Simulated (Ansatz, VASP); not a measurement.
# AlN: VASP beside Ansatz

Aim: how closely do two programs agree when they are given the same cell, functional and k mesh? The cell is taken from a series of runs on this material, whose earlier steps may have relaxed, scaled, displaced or heated it; both programs get it as it stands.

Method: plane waves, with VASP 6.6.1 beside it; zone-centre phonons at LDA, in Ansatz 0.2.0.

**1. The structure**

The structure is hexagonal, space group P6_3mc (No. 186). Conventional cell: a = 3.112 Å, b = 3.112 Å, c = 4.950 Å, α = 90.00°, β = 90.00°, γ = 120.00°. Nearest to Al lie 4 N at 1.89 to 1.90 Å. N has 4 Al at 1.89 to 1.90 Å nearest. Farther neighbours and most contacts between anions are not listed.

**2. VASP: zone-centre phonons, LDA**

Second derivatives magnify differences that forces hide, and they need a tight electronic threshold.

Lines of VASP's logs that name or quote its potential files are left out, and so is its time.

INCAR reads:

```
SYSTEM = AlN
PREC = Accurate
ENCUT = 600
EDIFF = 1E-08
NELM = 120
ISMEAR = 0
SIGMA = 0.01
LREAL = .FALSE.
ALGO = Normal
GGA = PW92
NBANDS = 14
LORBIT = 11
LWAVE = .FALSE.
LCHARG = .FALSE.
ISIF = 2
IBRION = 8
LEPSILON = .TRUE.
LASPH = .TRUE.
GGA_COMPAT = .FALSE.
EFERMI = MIDGAP
```

POSCAR reads:

```
AlN
1.0
    3.1115794354      0.0000000000      0.0000000000
   -1.5557897177      2.6947068370      0.0000000000
    0.0000000000      0.0000000000      4.9501731872
Al N
2 2
Direct
    0.3333333334      0.6666666668      0.9984545376
    0.6666666668      0.3333333334      0.4984545376
    0.3333333334      0.6666666668      0.3815454624
    0.6666666668      0.3333333334      0.8815454624
```

KPOINTS reads:

```
Automatic mesh
0
Gamma
6 6 4
0 0 0
```

The projector-augmented-wave data sets are Al and N (LDA family, release 64).

Launch:

```bash
> mpirun -np 1 vasp_std
```

Numbers of over 12 decimals in the logs are rounded to 6 here.

What it wrote:

```text
[banner, memory and clock lines left out]
running    1 mpi-ranks, on    1 nodes
 distrk:  each k-point on    1 cores,    1 groups
 distr:  one band on    1 cores,    1 groups

 POSCAR found type information on POSCAR AlN
 POSCAR found :  2 types and       4 ions
|                                                                             |
|               ----> ADVICE to this user running VASP <----                  |
|                                                                             |
|     You enforced a specific xc type in the INCAR file but a different       |
|     [... a line on the potential file left out ...]
|     I HOPE YOU KNOW WHAT YOU ARE DOING!                                     |
|                                                                             |

 LDA part: xc-table for (Slater(with rela. corr.)+PW92), standard interpolation
 POSCAR, INCAR and KPOINTS ok, starting setup
 FFT: planning ... GRIDC
 FFT: planning ... GRID_SOFT
 FFT: planning ... GRID
 WAVECAR not read
 entering main loop
       N       E                     dE             d eps       ncg     rms          rms(c)
DAV:   1     0.476605142108E+02    0.47661E+02   -0.82367E+03   588   0.115E+03
DAV:   2    -0.340308594003E+02   -0.81691E+02   -0.74134E+02   826   0.204E+02
DAV:   3    -0.379315585545E+02   -0.39007E+01   -0.38811E+01   798   0.461E+01
DAV:   4    -0.379549667802E+02   -0.23408E-01   -0.23406E-01   654   0.437E+00
DAV:   5    -0.379552077633E+02   -0.24098E-03   -0.24098E-03   780   0.433E-01    0.123E+01
DAV:   6    -0.329683708353E+02    0.49868E+01   -0.14162E+01   636   0.276E+01    0.439E+00
DAV:   7    -0.329151730174E+02    0.53198E-01   -0.56237E-01   678   0.534E+00    0.277E+00
DAV:   8    -0.328587768205E+02    0.56396E-01   -0.71808E-02   666   0.247E+00    0.357E-01
DAV:   9    -0.328552134781E+02    0.35633E-02   -0.82329E-03   768   0.646E-01    0.214E-01
DAV:  10    -0.328553800013E+02   -0.16652E-03   -0.80182E-04   648   0.186E-01    0.943E-02
DAV:  11    -0.328553288215E+02    0.51180E-04   -0.12611E-04   744   0.856E-02    0.189E-02
DAV:  12    -0.328553285937E+02    0.22787E-06   -0.21912E-06   714   0.126E-02    0.559E-03
DAV:  13    -0.328553283201E+02    0.27358E-06   -0.13207E-06   774   0.844E-03    0.729E-04
DAV:  14    -0.328553283230E+02   -0.29289E-08   -0.26903E-08   666   0.136E-03
   1 F= -.32855328E+02 E0= -.32855328E+02  d E =0.000000E+00
 Linear response reoptimize wavefunctions to high precision
DAV:   1    -0.328553283220E+02    0.10031E-08   -0.15973E-09   540   0.355E-04
DAV:   2    -0.328553283221E+02   -0.58435E-10   -0.87923E-11   402   0.858E-05
 Linear response G [H, r] |phi>, progress :
  Direction:   1
       N       E                     dE             d eps       ncg     rms
RMM:   1    -0.619583848279E+02   -0.61958E+02    0.91484E+01  1406   0.701E+01
RMM:   2    -0.542208733379E+02    0.77375E+01   -0.35949E+00  1005   0.142E+01
RMM:   3    -0.542380389127E+02   -0.17166E-01   -0.29291E-02  1055   0.133E+00
RMM:   4    -0.542383312373E+02   -0.29232E-03   -0.66717E-04  1127   0.175E-01
RMM:   5    -0.542383263405E+02    0.48969E-05   -0.49049E-05  1140   0.269E-02
RMM:   6    -0.542383260130E+02    0.32746E-06   -0.29539E-05  1164   0.497E-03
RMM:   7    -0.542383255888E+02    0.42425E-06   -0.23735E-05  1155   0.152E-03
RMM:   8    -0.542383253686E+02    0.22014E-06   -0.15585E-05   961   0.951E-04
RMM:   9    -0.542383253713E+02   -0.26747E-08   -0.17825E-05   818   0.874E-04
RMM:  10    -0.542383253413E+02    0.30024E-07    0.25468E-07   777   0.866E-04
RMM:  11    -0.542383252048E+02    0.13642E-06    0.49734E-05   763   0.878E-04
 Linear response G [H, r] |phi>, progress :
  Direction:   2
       N       E                     dE             d eps       ncg     rms
RMM:   1    -0.676694713202E+02   -0.67669E+02    0.63821E+00  1356   0.691E+01
RMM:   2    -0.623677532958E+02    0.53017E+01   -0.28593E+00   986   0.127E+01
RMM:   3    -0.623841413695E+02   -0.16388E-01   -0.27243E-02  1049   0.120E+00
RMM:   4    -0.623841866016E+02   -0.45232E-04   -0.97915E-04  1128   0.160E-01
RMM:   5    -0.623841460591E+02    0.40543E-04   -0.58833E-05  1133   0.243E-02
RMM:   6    -0.623841448774E+02    0.11817E-05   -0.33069E-05  1177   0.459E-03
RMM:   7    -0.623841432569E+02    0.16205E-05   -0.13968E-05  1162   0.142E-03
RMM:   8    -0.623841430950E+02    0.16182E-06   -0.13106E-05   959   0.922E-04
RMM:   9    -0.623841431446E+02   -0.49521E-07   -0.19130E-05   823   0.853E-04
RMM:  10    -0.623841434256E+02   -0.28103E-06   -0.59893E-05   780   0.850E-04
RMM:  11    -0.623841436402E+02   -0.21460E-06   -0.80666E-05   772   0.865E-04
 Linear response G [H, r] |phi>, progress :
  Direction:   3
       N       E                     dE             d eps       ncg     rms
RMM:   1    -0.697242941408E+02   -0.69724E+02    0.22639E+01  1334   0.696E+01
[...]
Linear response to external field (no local field effect), progress :
  Direction:   3
       N       E                     dE             d eps       ncg     rms          rms(c)
RMM:   1    -0.430964929414E+00   -0.43096E+00   -0.15816E+00  1192   0.294E+00
RMM:   2    -0.440379799651E+00   -0.94149E-02   -0.44782E-03   978   0.347E-01
RMM:   3    -0.440445702136E+00   -0.65902E-04   -0.50334E-05  1012   0.339E-02
[...]
Direction:   3
       N       E                     dE             d eps       ncg     rms          rms(c)
RMM:   1    -0.430964929414E+00   -0.43096E+00   -0.15816E+00  1192   0.294E+00
RMM:   2    -0.440379797301E+00   -0.94149E-02   -0.44782E-03   978   0.347E-01    0.973E-01
RMM:   3    -0.428953571691E+00    0.11426E-01   -0.70634E-03   933   0.527E-01    0.573E-01
RMM:   4    -0.443491122683E+00   -0.14538E-01   -0.10445E-02   952   0.653E-01    0.683E-02
RMM:   5    -0.445228331294E+00   -0.17372E-02   -0.17550E-04  1038   0.969E-02    0.211E-02
RMM:   6    -0.445722345421E+00   -0.49401E-03   -0.12495E-05  1056   0.235E-02    0.582E-03
RMM:   7    -0.445835876056E+00   -0.11353E-03   -0.75296E-07  1040   0.592E-03    0.135E-03
RMM:   8    -0.445859280469E+00   -0.23404E-04   -0.26875E-08  1077   0.121E-03    0.206E-04
RMM:   9    -0.445860203699E+00   -0.92323E-06    0.67954E-09  1029   0.257E-04    0.378E-05
RMM:  10    -0.445859884919E+00    0.31878E-06    0.16466E-08   703   0.100E-04    0.877E-06
 change of polarisation eV/A/(eV/A) component  3 :    -0.059    -0.037     0.835
 dielectric tensor                  component  3 :    -0.255    -0.159     4.639
 Linear response DOF=           4
 Linear response progress:
  Degree of freedom:   1/  4
       N       E                     dE             d eps       ncg     rms          rms(c)
RMM:   1    -0.652647465103E-02   -0.65265E-02    0.18813E-03  4990   0.768E-01
RMM:   2    -0.585302309954E-02    0.67345E-03   -0.32338E-04  3525   0.139E-01    0.899E-02
RMM:   3    -0.573805942020E-02    0.11496E-03   -0.43279E-05  3727   0.571E-02    0.484E-02
RMM:   4    -0.574817573640E-02   -0.10116E-04   -0.44272E-05  3632   0.533E-02    0.796E-03
RMM:   5    -0.574641013598E-02    0.17656E-05   -0.40930E-07  3848   0.841E-03    0.905E-04
RMM:   6    -0.574611272272E-02    0.29741E-06    0.11440E-07  3929   0.893E-04    0.403E-04
RMM:   7    -0.574497512318E-02    0.11376E-05   -0.30748E-07  3986   0.488E-04    0.282E-05
RMM:   8    -0.574499507782E-02   -0.19955E-07   -0.99271E-08  4035   0.680E-05    0.164E-05
RMM:   9    -0.574498135104E-02    0.13727E-07   -0.27635E-08  4062   0.215E-05    0.161E-06
RMM:  10    -0.574497998810E-02    0.13629E-08   -0.97292E-09  3792   0.874E-06    0.653E-07
 first order change of Fermi-energy  -0.22177E-05
 force on displaced ion       1 direction 1 : -15.767  -0.000   0.000
 Born effective charge ion    1 direction 1 :   2.509   0.000   0.000
 Linear response progress:
  Degree of freedom:   2/  4
       N       E                     dE             d eps       ncg     rms          rms(c)
RMM:   1    -0.152322494446E-01   -0.15232E-01    0.31944E-02  1807   0.123E+00
RMM:   2    -0.115763081491E-01    0.36559E-02   -0.15894E-03  1088   0.315E-01    0.117E-01
RMM:   3    -0.111992793661E-01    0.37703E-03   -0.47399E-04  1106   0.148E-01    0.513E-02
RMM:   4    -0.111437168056E-01    0.55563E-04   -0.29638E-04  1179   0.382E-02    0.275E-02
RMM:   5    -0.111057034819E-01    0.38013E-04   -0.23717E-04  1198   0.351E-02    0.571E-03
RMM:   6    -0.110835055889E-01    0.22198E-04   -0.36961E-05  1194   0.909E-03    0.153E-03
RMM:   7    -0.110803050665E-01    0.32005E-05   -0.56588E-06  1202   0.209E-03    0.534E-04
RMM:   8    -0.110800169613E-01    0.28811E-06    0.15128E-06  1212   0.907E-04    0.137E-04
RMM:   9    -0.110803170110E-01   -0.30005E-06   -0.53162E-07  1241   0.198E-04    0.209E-05
RMM:  10    -0.110802568869E-01    0.60124E-07    0.17083E-07  1251   0.348E-05    0.106E-05
RMM:  11    -0.110802759205E-01   -0.19034E-07    0.10006E-07  1251   0.155E-05    0.135E-06
RMM:  12    -0.110802813004E-01   -0.53799E-08    0.32061E-08  1186   0.952E-06    0.762E-07
 first order change of Fermi-energy  -0.86107E+00
 force on displaced ion       1 direction 3 :  -0.000  -0.000 -21.075
 Born effective charge ion    1 direction 3 :   0.000  -0.000   2.678
 Linear response progress:
  Degree of freedom:   3/  4
       N       E                     dE             d eps       ncg     rms          rms(c)
RMM:   1    -0.233590288223E+00   -0.23359E+00    0.20105E-01  4120   0.317E+00
RMM:   2    -0.233211981967E+00    0.37831E-03   -0.34236E-03  3442   0.405E-01    0.182E-01
RMM:   3    -0.233962054173E+00   -0.75007E-03   -0.97244E-04  3231   0.196E-01    0.898E-02
RMM:   4    -0.235735365384E+00   -0.17733E-02   -0.95346E-04  3369   0.180E-01    0.209E-02
RMM:   5    -0.235691884530E+00    0.43481E-04   -0.26372E-05  3857   0.336E-02    0.235E-03
RMM:   6    -0.235726332437E+00   -0.34448E-04   -0.48753E-07  3945   0.408E-03    0.105E-03
RMM:   7    -0.235728306124E+00   -0.19737E-05   -0.41298E-08  4036   0.841E-04    0.869E-05
RMM:   8    -0.235727889652E+00    0.41647E-06   -0.10128E-08  4072   0.124E-04    0.346E-05
RMM:   9    -0.235727863560E+00    0.26092E-07   -0.45956E-08  4088   0.581E-05    0.290E-06
RMM:  10    -0.235727901384E+00   -0.37824E-07   -0.24800E-08  4067   0.353E-05    0.136E-06
RMM:  11    -0.235727896828E+00    0.45557E-08   -0.12831E-08  3432   0.312E-05    0.333E-07
 first order change of Fermi-energy  -0.39567E-04
 force on displaced ion       3 direction 1 : -15.846  -0.000  -0.001
 Born effective charge ion    3 direction 1 :  -2.529  -0.000  -0.000
 Linear response progress:
  Degree of freedom:   4/  4
       N       E                     dE             d eps       ncg     rms          rms(c)
RMM:   1    -0.249603541697E+00   -0.24960E+00    0.21644E-01  1304   0.318E+00
RMM:   2    -0.248567687425E+00    0.10359E-02   -0.26325E-03  1075   0.387E-01    0.186E-01
RMM:   3    -0.248717180311E+00   -0.14949E-03   -0.17479E-03  1065   0.239E-01    0.845E-02
RMM:   4    -0.249959407462E+00   -0.12422E-02   -0.84305E-04  1127   0.154E-01    0.224E-02
RMM:   5    -0.250121011250E+00   -0.16160E-03   -0.24936E-05  1164   0.285E-02    0.681E-03
RMM:   6    -0.250199449314E+00   -0.78438E-04   -0.71840E-06  1214   0.638E-03    0.219E-03
RMM:   7    -0.250194244732E+00    0.52046E-05   -0.76955E-07  1203   0.212E-03    0.434E-04
RMM:   8    -0.250193597184E+00    0.64755E-06   -0.10669E-07  1236   0.260E-04    0.238E-04
RMM:   9    -0.250193838457E+00   -0.24127E-06   -0.69040E-09  1241   0.134E-04    0.154E-05
RMM:  10    -0.250193844255E+00   -0.57981E-08   -0.13470E-08  1249   0.451E-05    0.915E-06
 first order change of Fermi-energy   0.86096E+00
 force on displaced ion       3 direction 3 :  -0.000   0.000 -19.770
 Born effective charge ion    3 direction 3 :   0.000   0.000  -2.677
 Born effective charges drift removed
 Linear response finished
```

(Continued in part 2 of 3.)

[Lines on the potential files, build, host, timing and source positions are cut from VASP's logs without a mark.]

[Logs are printed without paths, hosts, clocks, repeated set-up lines and the standing remarks that a program may print on its own settings, such as how far it seeks lower states.]

[Hosts, paths, dates, database ids (printed as entryN), source tags and the programs' standing remarks are cut or masked in the printed files.]
